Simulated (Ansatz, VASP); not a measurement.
# Cross-check of MgO between VASP and Ansatz, part 2 of 2

Wanted: the spread between two codes on one cell, functional and k mesh. The cell is taken from a series of VASP runs on this material, whose earlier steps may have relaxed, scaled or displaced it; both programs get it as it stands. Valence electrons are named where the data sets of a main pair hold unlike numbers.

VASP 6.6.1 and Ansatz 0.2.0.

So far. Step 4 (Side by side): The walks stopped with 0.03 GPa left in Ansatz and 0.03 GPa in VASP; each walk ends within a tolerance, so the volume difference is uncertain by about these residues over the bulk modulus, most in soft cells.

**5. Ansatz: zone-centre phonons, PBEsol**

Level of this step: Ansatz beside VASP: Kohn-Sham DFT, plane waves, PBEsol (Ansatz).

Second derivatives magnify differences that forces hide, and they need a tight electronic threshold.

The cell is taken from a series of VASP runs on this material, whose earlier steps may have relaxed, scaled or displaced it; both programs get it as it stands.

input.yaml

```yaml
crystal:
  lattice:
    - [0.0, 2.1251841267, 2.1251841267]
    - [2.1251841267, 0.0, 2.1251841267]
    - [2.1251841267, 2.1251841267, 0.0]
  atoms:
    - { symbol: Mg, position: [0.0, 0.0, 0.0] }
    - { symbol: O, position: [0.5, 0.5, 0.5] }
hamiltonian:
  xc: pbesol
  pseudopotentials: { kind: paw }
kpoints:
  mp_grid: { grid: [18, 18, 18] }
scf:
  occupations: { method: fixed }
phonons:
  method: dfpt
  qpoints: [[0, 0, 0]]
  dielectric: true
  rigid_motions: translations
```

On the command line:

```sh
> ansatz run input.yaml --threads 4 --pin off --max-ram 9216MiB --backend cpu --events-out ev --progress --plain --runs-dir out
```

Numbers of over 12 decimals in the logs are rounded to 6 here.

What it wrote:

```text
[...]
Crystal: 2 atoms, lattice volume = 19.196 Å³
Basis set: ecut = 420 eV, 339 PW (Γ), exchange–correlation on 48×48×48 points (8 copies of the dense FFT grid, shifted against one another)
Bands: 12, of which v1, the nominal top of the filled ones, is band 8 counted from 1 (7 counted from 0)
Symmetry: 48 space group operations
k-points: 480 of 5832 (irreducible under 8 space group operations, time reversal used)
[...]
673.56      1             9.4827
  optical modes at Γ + LO–TO along q̂ = [0.0000, 0.0000, 1.0000]:
      ω (cm⁻¹)  modes    IR ((D/Å)²/amu)
        363.73      2            18.9653
        673.56      1             9.4827
--- Phonons (arbitrary-q DFPT): 1 explicit q-point ---
  q = [0, 0, 0] (of the zone-centre solve; hermiticity 2.11e-7, symmetrization 9.42e-14): -0.00 0.00 0.00 363.73 363.73 363.73
  sum rule: each row above includes the acoustic sum rule's correction from the zone centre's row sums; it moved no ω² by more than (1.86 cm⁻¹)²
[key lines of the parts left out:]
SCF converged after 7 iterations
Free energy (F): -2475.865462 eV
Fermi energy:    7.681745 eV
```

It took 14 s on 4 threads of Arm Neoverse V2, shared host; peak memory 0.6 GiB; 50 s of CPU time.

**6. VASP: zone-centre phonons, PBEsol**

The same cell, functional and mesh now go to VASP, with its own data sets.

INCAR

```
SYSTEM = MgO
PREC = Accurate
ENCUT = 560
EDIFF = 1E-08
NELM = 100
ISMEAR = 0
SIGMA = 0.03
LREAL = .FALSE.
ALGO = Normal
GGA = PS
NBANDS = 10
LORBIT = 11
LWAVE = .FALSE.
LCHARG = .FALSE.
KPAR = 4
IBRION = 8
LEPSILON = .TRUE.
LPEAD = .TRUE.
ISIF = 2
```

POSCAR

```
MgO
1.0
    0.0000000000      2.1251841267      2.1251841267
    2.1251841267      0.0000000000      2.1251841267
    2.1251841267      2.1251841267      0.0000000000
Mg O
1 1
Direct
    0.0000000000      0.0000000000      0.0000000000
    0.5000000000      0.5000000000      0.5000000000
```

KPOINTS

```
Automatic mesh
0
Gamma
18 18 18
0 0 0
```

PAW data sets: Mg and O (PBE family, release 64).

On the command line:

```sh
> mpirun -np 4 vasp_std
```

What it wrote:

```text
[banner, memory and clock lines left out]
running    4 mpi-ranks, on    1 nodes
[...]
[... a notice as in an earlier step ...]

 LDA part: xc-table for (Slater+PW92), standard interpolation
 POSCAR, INCAR and KPOINTS ok, starting setup
[...]
entering main loop
       N       E                     dE             d eps       ncg     rms          rms(c)
DAV:   1     0.155641082971E+02    0.15564E+02   -0.47861E+03  4412   0.755E+02
DAV:   2    -0.131995500230E+02   -0.28764E+02   -0.27534E+02  4430   0.143E+02
DAV:   3    -0.138853221462E+02   -0.68577E+00   -0.68505E+00  4656   0.202E+01
DAV:   4    -0.138869665234E+02   -0.16444E-02   -0.16443E-02  4280   0.111E+00
[...]
DAV:  13    -0.125067168759E+02   -0.59082E-07   -0.14045E-08  2452   0.927E-04    0.500E-05
DAV:  14    -0.125067168646E+02    0.11294E-07   -0.20049E-10  2154   0.142E-04    0.296E-05
DAV:  15    -0.125067168648E+02   -0.23925E-09   -0.91668E-11  2106   0.633E-05
   1 F= -.12506717E+02 E0= -.12506717E+02  d E =-.851495E-14
[...]
RMM:   7    -0.183620875103E-02    0.93706E-08   -0.57172E-10 15764   0.220E-04    0.206E-05
 first order change of Fermi-energy   0.51802E-04
 force on displaced ion       1 direction 1 :  -4.737   0.000   0.000
 Born effective charge ion    1 direction 1 :   1.977   0.000   0.000
 Linear response progress:
  Degree of freedom:   2/  2
       N       E                     dE             d eps       ncg     rms          rms(c)
RMM:   1    -0.354117250150E+00   -0.35412E+00    0.38542E-01 17396   0.426E+00
RMM:   2    -0.354310069902E+00   -0.19282E-03   -0.18194E-03 15221   0.347E-01    0.123E-01
RMM:   3    -0.355708484369E+00   -0.13984E-02   -0.30235E-04 14635   0.128E-01    0.680E-02
RMM:   4    -0.357793738567E+00   -0.20853E-02   -0.31963E-04 13860   0.136E-01    0.182E-02
[...]
RMM:   9    -0.357779276267E+00   -0.10025E-06   -0.45962E-09 16856   0.531E-05    0.364E-06
RMM:  10    -0.357779252184E+00    0.24084E-07   -0.45846E-09 14949   0.159E-05    0.844E-07
RMM:  11    -0.357779252621E+00   -0.43702E-09   -0.45875E-09 10470   0.143E-05    0.835E-08
 first order change of Fermi-energy   0.12545E-02
 force on displaced ion       2 direction 1 :  -4.760   0.000   0.000
 Born effective charge ion    2 direction 1 :  -1.977   0.000   0.000
 Born effective charges drift removed
 Linear response finished
```

Parts of OUTCAR (step 6):

```text
  Total       -0.5328151     -0.5328151     -0.5328151     -0.0000000     -0.0000000     -0.0000000
  in kB      -44.4700286    -44.4700286    -44.4700286     -0.0000000     -0.0000000     -0.0000000
  external PRESSURE =     -44.4700286 kB  Pullay stress =       0.0000000 kB

 POSITION                                       TOTAL-FORCE (eV/Angst)
 -----------------------------------------------------------------------------------
      0.00000      0.00000      0.00000         0.000000     -0.000000      0.000000
      2.12518      2.12518      2.12518        -0.000000      0.000000     -0.000000
 -----------------------------------------------------------------------------------
    total drift:                               -0.000000     -0.000000      0.000000

 MACROSCOPIC STATIC DIELECTRIC TENSOR (including local field effects in DFT)
 ------------------------------------------------------
           3.199891    -0.000000     0.000000
           0.000000     3.199891     0.000000
          -0.000000    -0.000000     3.199891
 ------------------------------------------------------

 MACROSCOPIC STATIC DIELECTRIC TENSOR IONIC CONTRIBUTION
 ------------------------------------------------------
           7.762267    -0.000000     0.000000
          -0.000000     7.762267    -0.000000
           0.000000    -0.000000     7.762267
 ------------------------------------------------------

[... 2 further parts left out ...]
```

Energies printed during the response cycles are not total energies of the cell.

**7. Comparison**

What differs besides the data sets and the points named for the pairs above, as far as they apply: the data sets hold 16 valence electrons in Ansatz (on its default PAW (the set named soft_2) files) and 8 in VASP. Total energies have different zeros and are not compared.

Compared:

| quantity | Ansatz | VASP | difference |
| --- | --- | --- | --- |
| ε∞ xx | 3.28 | 3.20 | +2.45 % |
| ε∞ yy | 3.28 | 3.20 | +2.45 % |
| ε∞ zz | 3.28 | 3.20 | +2.45 % |
| Born charge of Mg1 (mean of the diagonal) (e) | 1.99 | 1.98 | +0.01 |
| Born charge of O2 (mean of the diagonal) (e) | -1.99 | -1.98 | -0.01 |
| optical mode 1 to 3 (cm⁻¹) | 363.7 | 365.9 | -0.60 % |

Modes are paired by rising frequency, not by their patterns, so a pair may set unlike modes beside each other; they are those without the splitting of longitudinal modes.

**8. Outcome**

```
difference in volume (relaxation of cell and atoms, PBEsol)                                                          : 0.36 %
r.m.s. difference of the optical zone-centre modes, each program's sorted by frequency (zone-centre phonons, PBEsol) : 2.2 cm⁻¹
difference in ε∞ xx (zone-centre phonons, PBEsol)                                                                    : +2.5 %
```

What this shows: The difference in volume is 0.36 % (relaxation of cell and atoms, PBEsol), within the 1.2 % picked in this series as the mark of a large difference, as far as the stopping tolerances let one tell. The data sets hold unlike numbers of valence electrons (16 in Ansatz and 8 in VASP), so part of the differences comes from the potentials. Among the rows given in per cent, the largest difference of the zone-centre phonons, PBEsol pair is in ε∞ xx, +2.5 %. How closely two codes agree says nothing of how well the functional describes the real material.

[Lines on the potential files, build, host, timing and source positions are cut from VASP's logs without a mark.]

[Logs are printed without paths, hosts, clocks, repeated set-up lines and the standing remarks that a program may print on its own settings, such as how far it seeks lower states.]

[Hosts, paths, dates, database ids (printed as entryN), source tags and the programs' standing remarks are cut or masked in the printed files.]
